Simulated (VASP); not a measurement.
Zr2NbP3:

```
Zr Nb P
1.0
     6.06837    0.00000    0.00000
    -3.03419    5.25536    0.00000
     0.00000    0.00000    3.33124
Zr Nb P
2 1 3
Direct
  0.33333 0.66667 0.00000
  0.66667 0.33333 0.00000
  0.00000 0.00000 0.00000
  0.50000 0.00000 0.50000
  0.50000 0.50000 0.50000
  0.00000 0.50000 0.50000
```

The cell was built by a generator and needn't be a form met in nature.

The cell isn't the ideal one: species swapped into the DyB2Ru3 type (P6/mmm, No. 191).

| Property | Result |
| --- | --- |
| Program | VASP 6.6.1 |
| Task | relaxation of cell and atoms |
| Functional | PBE |
| Potentials or basis | VASP PAW PBE potentials, release 64 (Zr_sv, Nb_sv, P) |
| Cutoff | 600 eV |
| k mesh | 3 × 3 × 6 |
| Occupations | gaussian, width 0.1 eV |
| Spin | no spin polarisation |

At the start: pressure 20.8 GPa; volume 17.71 Å³/atom.

Question: Where does the relaxation end?

Answer: Over 11 steps the energy falls by 202.3 meV/atom and the volume is 19.34 Å³/atom (+9.2 %); space group P6/mmm (No. 191, to 0.05 Å).

Step by step:
| step | energy change (eV) | largest force (eV/Å) | pressure (GPa) | volume (Å³) |
| --- | --- | --- | --- | --- |
| 1 | 0.0000 | 0.0000 | 20.80 | 106.24 |
| 2 | 0.3072 | 0.0000 | -14.80 | 145.18 |
| 3 | -1.0929 | 0.0000 | -1.45 | 122.58 |
| 4 | -1.0949 | 0.0000 | -0.86 | 121.96 |
| 5 | -1.0948 | 0.0000 | -0.54 | 121.63 |
| 6 | -1.1306 | 0.0000 | -0.44 | 120.44 |
| 7 | -1.2060 | 0.0000 | 0.34 | 116.74 |
| 8 | -1.0517 | 0.0000 | 4.52 | 108.86 |
| 9 | -1.2118 | 0.0000 | 0.82 | 115.37 |
| 10 | -1.2017 | 0.0000 | -1.78 | 117.59 |
| 11 | -1.2140 | 0.0000 | 0.02 | 116.02 |

Final structure:
```
Zr Nb P
1.0
     5.95791    0.00000    0.00000
    -2.97896    5.15970    0.00000
     0.00000    0.00000    3.77424
Zr Nb P
2 1 3
Direct
  0.33333 0.66667 0.00000
  0.66667 0.33333 0.00000
  0.00000 0.00000 0.00000
  0.50000 0.00000 0.50000
  0.50000 0.50000 0.50000
  0.00000 0.50000 0.50000
```

Caveat: the k mesh is coarse (spacing up to 0.40 Å⁻¹), so the values aren't converged.
